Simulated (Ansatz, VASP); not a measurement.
This is a calculation of GaGe for Ansatz 0.2.0.

input.yaml

```yaml
crystal:
  lattice:
    - [0.0, 2.8586791449, 2.8586791449]
    - [2.8586791449, 0.0, 2.8586791449]
    - [2.8586791449, 2.8586791449, 0.0]
  atoms:
    - { symbol: Ge, position: [0.0, 0.0, 0.0] }
    - { symbol: Ga, position: [0.25, 0.25, 0.25] }
kpoints:
  mp_grid: { grid: [8, 8, 8] }
scf:
  occupations: { method: fermi_dirac, width: 0.05 }
hamiltonian:
  xc: pbesol
  pseudopotentials: { kind: all_electron, lapw: { basis_error: 0.0005 } }
output:
  forces: true
  stress: true
  eigenvalues: true
```

Potentials or basis: all-electron LAPW, scalar-relativistic.

Launch:

```sh
$ ansatz run input.yaml --threads 1 --pin off --max-ram 3072MiB --backend cpu --events-out ev --progress --plain --runs-dir out
```

Task: Set up the same calculation for VASP 6.6.1. Potentials there: VASP PAW PBE potentials, release 64 (Ge_d, Ga_d).

Result: As run (the cutoff follows the program's own potentials):

Contents of INCAR:

```
PREC = Accurate
ENCUT = 520
EDIFF = 1E-6
ISMEAR = -1
SIGMA = 0.05
LREAL = False
LASPH = True
NELM = 60
ALGO = Normal
ISIF = 2
LWAVE = False
LCHARG = False
GGA = PS
NBANDS = 20
```

The input KPOINTS:

```
Automatic mesh
0
Gamma
  8 8 8
```

File POSCAR:

```
GaGe
1.0
    0.0000000000      2.8586791449      2.8586791449
    2.8586791449      0.0000000000      2.8586791449
    2.8586791449      2.8586791449      0.0000000000
Ge Ga
1 1
Direct
    0.0000000000      0.0000000000      0.0000000000
    0.2500000000      0.2500000000      0.2500000000
```

Potentials or basis: VASP PAW PBE potentials, release 64 (Ge_d, Ga_d).

Run with:

```bash
$ cat potpaw_PBE.64/Ge_d/POTCAR potpaw_PBE.64/Ga_d/POTCAR > POTCAR
$ mpirun -np 1 vasp_std > vasp.out
```

Both were run:

|  | VASP | Ansatz | Ansatz less VASP |
| --- | --- | --- | --- |
| gap on the k mesh at the Fermi level (eV) | none | none | - |
| pressure (GPa) | -0.4 | -0.4 | +0.03 |

A gap of «none» marks a metal or a gap that the smearing closes. Ansatz ran all-electron here, so the differences hold the error of VASP's frozen core and of both bases.

Caveats: the PAW data sets were made with another functional, which shifts forces and pressure a little (VASP).
